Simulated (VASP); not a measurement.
Method: optB86b-vdW, VASP's PBE PAW potentials (set 64) (plane waves; VASP 6.6.1).

Input for VASP

KPOINTS:
```
Automatic mesh
0
gamma
 11 11 6
```

**INCAR**
```
PARAM2=1.0
LUSE_VDW=.TRUE.
IBRION=2
SYSTEM=Dy
PREC=Accurate
NELM=100
ISIF=3
LCHARG=.FALSE.
EDIFF=1E-6   ! SCF stop (eV)
AGGAC=0.0
SIGMA=0.1
PARAM1=0.1234
LWAVE=.FALSE.
LASPH=.TRUE.   ! aspherical one-centre terms
ISMEAR=1   ! Methfessel-Paxton
GGA=MK
EDIFFG=-0.01   ! ionic stop
LREAL=.FALSE.
NSW=60
LMAXMIX=6   ! l cut-off of mixed one-centre charges
ENCUT=520   ! plane-wave cut-off (eV)
ALGO=Normal   ! blocked Davidson
```

POSCAR:
```
Dy
1
    1.7950000000    -3.1090310000     0.0000000000
    1.7950000000     3.1090310000     0.0000000000
    0.0000000000     0.0000000000     5.6500000000
Dy
2
Direct
  0.3333330000   0.6666670000   0.2500000000
  0.6666670000   0.3333330000   0.7500000000
```

POTCAR, in this order: Dy_3 (PBE.64 set). Program: vasp_std.

The 4f electrons are frozen in the core of the lanthanide potential, so 4f levels, which can set the real gap, and their magnetism are missing. Energy and stress use the plane-wave basis of the starting cell.

Task: Predict the energy per atom (σ→0), volume per atom, band gap (on the k-mesh).

Result: 
energy per atom (σ→0): -200.5 kJ/mol of atoms
band gap (on the k-mesh): none (metal, semimetal or under 0.01 eV)
volume per atom: 30.56 Å³/atom

### OSZICAR
```
...
   5 F= -.41556509E+01 E0= -.41557868E+01  d E =-.250968E-03
       N       E                     dE             d eps       ncg     rms          rms(c)
DAV:   1    -0.415881244474E+01   -0.31613E-02   -0.14971E-01  1664   0.296E+00    0.249E-01
DAV:   2    -0.415683447239E+01    0.19780E-02   -0.34435E-03  2174   0.641E-01    0.178E-01
DAV:   3    -0.415587988132E+01    0.95459E-03   -0.11224E-03  2302   0.286E-01    0.870E-02
DAV:   4    -0.415586697150E+01    0.12910E-04   -0.21375E-04  2421   0.114E-01    0.435E-02
DAV:   5    -0.415586699636E+01   -0.24857E-07   -0.84077E-06  1986   0.234E-02
   6 F= -.41558670E+01 E0= -.41562447E+01  d E =-.467060E-03
```

The compound is Dy in the hcp structure. This run relaxes it. Symmetry was kept, so distortions that lower it aren't found.
